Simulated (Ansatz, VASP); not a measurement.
## ZrZn: VASP beside Ansatz

```
Zr Zn
1.0
     3.33600    0.00000    0.00000
     0.00000    3.33600    0.00000
     0.00000    0.00000    3.33600
Zr Zn
1 1
Cartesian
  1.6680 1.6680 1.6680
  0.0000 0.0000 0.0000
```

Alike in both runs: task single point; functional PBEsol; k mesh 10 × 10 × 10; occupations fermi-dirac, width 0.08 eV; no spin polarisation.

|  | VASP | Ansatz |
| --- | --- | --- |
| version | VASP 6.6.1 | Ansatz 0.2.0 |
| potentials or method | VASP PAW PBE potentials, release 64 (Zr_sv, Zn), cutoff 520 eV | all-electron LAPW, scalar-relativistic |

|  | VASP | Ansatz | Ansatz less VASP |
| --- | --- | --- | --- |
| pressure (GPa) | -4.1 | -4.2 | -0.18 |

Ansatz ran all-electron here, so the differences hold the error of VASP's frozen core and of both bases.

Caveats: the PAW data sets were made with another functional, which shifts forces and pressure a little (VASP).
